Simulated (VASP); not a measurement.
Wanted: the native input for a VASP 6.6.1 run.

| Property | Result |
| --- | --- |
| Task | band structure |
| Functional | PBE |
| Potentials or basis | VASP PAW PBE potentials, release 64 (Zn, Ge_d, N) |
| Cutoff | 520 eV |
| k mesh | 12 × 12 × 4 |
| Occupations | gaussian, width 0.1 eV |
| Spin | no spin polarisation |
| Further INCAR settings | ALGO = Fast; EDIFF = 1e-07; NBANDS = 33 |

ZnGe2N2:

```
CELL_PARAMETERS angstrom
3.11539 0.00000 0.00000
-1.55769 2.69800 0.00000
0.00000 0.00000 8.07435
ATOMIC_POSITIONS crystal
Zn 0.00000 0.00000 0.00000
Ge 0.33333 0.66667 0.35717
Ge 0.66667 0.33333 0.64283
N 0.00000 0.00000 0.75175
N 0.00000 0.00000 0.24825
```

The cell was built by a generator and needn't be a form met in nature.

The input as run:

POSCAR

```
ZnGe2N2
1.0
    3.1153860000      0.0000000000      0.0000000000
   -1.5576930000      2.6980030000      0.0000000000
    0.0000000000      0.0000000000      8.0743500000
Zn Ge N
1 2 2
Direct
    0.0000000000      0.0000000000      0.0000000000
    0.3333330000      0.6666670000      0.3571730000
    0.6666670000      0.3333330000      0.6428270000
    0.0000000000      0.0000000000      0.7517460000
    0.0000000000      0.0000000000      0.2482540000
```

INCAR.step1

```
SYSTEM = ZnGe2N2
  PREC = Accurate
  ENCUT = 520
  EDIFF = 1E-7
  ISMEAR = 0
  SIGMA = 0.1
  LREAL = .False.
  LASPH = .True.
  NELM = 80
  ALGO = Fast
  ISIF = 2
  LWAVE = .False.
  LCHARG = .True.
  GGA = PE
  NBANDS = 33
```

KPOINTS.step1

```
regular mesh
0
Gamma
  12 12 4
  0 0 0
```

INCAR.step2

```
SYSTEM = ZnGe2N2
  PREC = Accurate
  ENCUT = 520
  EDIFF = 1E-7
  ISMEAR = 0
  SIGMA = 0.05
  LREAL = .False.
  LASPH = .True.
  NELM = 80
  ALGO = Fast
  ISIF = 2
  LWAVE = .False.
  LCHARG = .False.
  GGA = PE
  NBANDS = 33
  ICHARG = 11
```

KPOINTS.step2

```
path GMKGALHA,LM,KH
10
line-mode
reciprocal
 0.0000000000  0.0000000000  0.0000000000  G
 0.5000000000  0.0000000000  0.0000000000  M

 0.5000000000  0.0000000000  0.0000000000  M
 0.3333333333  0.3333333333  0.0000000000  K

 0.3333333333  0.3333333333  0.0000000000  K
 0.0000000000  0.0000000000  0.0000000000  G

 0.0000000000  0.0000000000  0.0000000000  G
 0.0000000000  0.0000000000  0.5000000000  A

 0.0000000000  0.0000000000  0.5000000000  A
 0.5000000000  0.0000000000  0.5000000000  L

 0.5000000000  0.0000000000  0.5000000000  L
 0.3333333333  0.3333333333  0.5000000000  H

 0.3333333333  0.3333333333  0.5000000000  H
 0.0000000000  0.0000000000  0.5000000000  A

 0.5000000000  0.0000000000  0.5000000000  L
 0.5000000000  0.0000000000  0.0000000000  M

 0.3333333333  0.3333333333  0.0000000000  K
 0.3333333333  0.3333333333  0.5000000000  H
```

Potentials or basis: VASP PAW PBE potentials, release 64 (Zn, Ge_d, N).

Run with:

```bash
$ cat potpaw_PBE.64/Zn/POTCAR potpaw_PBE.64/Ge_d/POTCAR potpaw_PBE.64/N/POTCAR > POTCAR
$ cp INCAR.step1 INCAR
$ cp KPOINTS.step1 KPOINTS
$ mpirun -np 1 vasp_std > vasp.out
$ cp INCAR.step2 INCAR
$ cp KPOINTS.step2 KPOINTS
$ mpirun -np 1 vasp_std > vasp.out
```

It gave:

```yaml
Band_gap_along_the_path: none (metal or under the smearing width)
```

Caveat: the log is that of the step along the path at fixed density, whose energy, stress, charges and moments have no meaning.

Wall time 4.8 min on 1 thread of Intel(R) Xeon(R) Platinum 8488C (Sapphire Rapids), on a shared host, peak memory 0.3 GiB.
